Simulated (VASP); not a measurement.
PtSe, 2 atoms in the cell. Symmetry: F-43m, No. 216, cubic system. Conventional cell: a = 6.075 Å, b = 6.075 Å, c = 6.075 Å, α = 90.00°, β = 90.00°, γ = 90.00°. Around Pt (site symmetry -43m) lie 4 Se at 2.63 Å. Se (site symmetry -43m) is surrounded by 4 Pt at 2.63 Å. The cell comes from a database or a generator and needn't be the stable form of this composition.

| Item | Value |
| --- | --- |
| Program | VASP 6.6.1 |
| Task | elastic constants |
| Functional | LDA |
| Potentials or basis | VASP PAW LDA potentials, release 64 (Pt, Se) |
| Cutoff | 600 eV |
| k mesh | 6 × 6 × 6 |
| Occupations | gaussian, width 0.02 eV |
| Spin | no spin polarisation |
| Ions in elastic constants | relaxed |
| Further INCAR settings | ALGO = Normal; EDIFF = 1e-08; IBRION = 6; POTIM = 0.015; NSW = 1; ISIF = 3 |

Potentials or basis: VASP PAW LDA potentials, release 64 (Pt, Se).

Launch:

```sh
$ cat potpaw_LDA.64/Pt/POTCAR potpaw_LDA.64/Se/POTCAR > POTCAR
$ cp INCAR.step1 INCAR
$ mpirun -np 1 vasp_std > vasp.out
$ cp CONTCAR POSCAR
$ cp INCAR.step2 INCAR
$ mpirun -np 1 vasp_std > vasp.out
```

Hardware: 1 thread of AMD EPYC 7R43 64-Core Processor (Zen 3), with other jobs on the host.

Question: Estimate the wall time of this run.

Answer: Wall time 6.1 min on 1 thread of AMD EPYC 7R43 64-Core Processor (Zen 3) (shared host), peak memory 0.17 GiB. Counts: scf iterations 176, k points 16, ion steps 7.
